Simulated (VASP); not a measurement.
An input for Ansatz (written as the equivalent of a VASP run, and not itself run):

Ansatz 0.2 input:
```yaml
crystal:
  lattice:
    - [6.0051781, 0.0000000, 0.0000000]
    - [0.0000000, 6.0051781, 0.0000000]
    - [0.0000000, 0.0000000, 6.0051781]
  atoms:
    - { symbol: Cs, position: [0.0000000, 0.0000000, 0.0000000] }
    - { symbol: Pb, position: [0.5000000, 0.5000000, 0.5000000] }
    - { symbol: Br, position: [0.5000000, 0.0000000, 0.5000000] }
    - { symbol: Br, position: [0.0000000, 0.5000000, 0.5000000] }
    - { symbol: Br, position: [0.5000000, 0.5000000, 0.0000000] }
kpoints:
  mp_grid: { grid: [4, 4, 4] }
hamiltonian:
  xc: pbe
  pseudopotentials: { kind: paw }
scf:
  occupations: { method: gaussian, width: 0.05 }
  max_iter: 100
output: { forces: true, stress: true, eigenvalues: true }
```

Problem. Translate this input to VASP (INCAR, KPOINTS, POSCAR, choice of POTCAR).

Solution. One answer among several that fit: 
POSCAR:
```
CsPbBr3
6.0051780
  1.0000000248   0.0000000000   0.0000000000
  0.0000000000   1.0000000248   0.0000000000
  0.0000000000   0.0000000000   1.0000000248
Cs Pb Br
1 1 3
Cartesian
  0.0000000000   0.0000000000   0.0000000000
  0.5000000124   0.5000000124   0.5000000124
  0.5000000124   0.0000000000   0.5000000124
  0.0000000000   0.5000000124   0.5000000124
  0.5000000124   0.5000000124   0.0000000000
```

**INCAR**
```
ALGO = Normal
EDIFF = 1E-6
ENCUT = 400
GGA = PE
ISMEAR = 0
LASPH = .TRUE.
LCHARG = .TRUE.
LMAXMIX = 4
LREAL = .FALSE.
LWAVE = .FALSE.
NELM = 100
PREC = Accurate
SIGMA = 0.05
SYSTEM = CsPbBr3
```

**KPOINTS**
```
Automatic mesh
0
Gamma
4 4 4
0 0 0
```

POTCAR, in this order: Cs_sv Pb_d Br (PBE.64 set). Program: vasp_std.

The two are equivalent in intent, not identical: each code has its own PAW files, so the cut-off isn't converted (ENCUT is set for VASP's; basis.ecutwfc is left out, and Ansatz then takes the one that its files recommend); Ansatz stops its SCF on the density residual and VASP on the energy change (EDIFF).

The compound is CsPbBr3 in the cubic perovskite structure, the ideal cubic form; the compound distorts at low or room temperature. It was relaxed first, which changed the volume by +7 %.
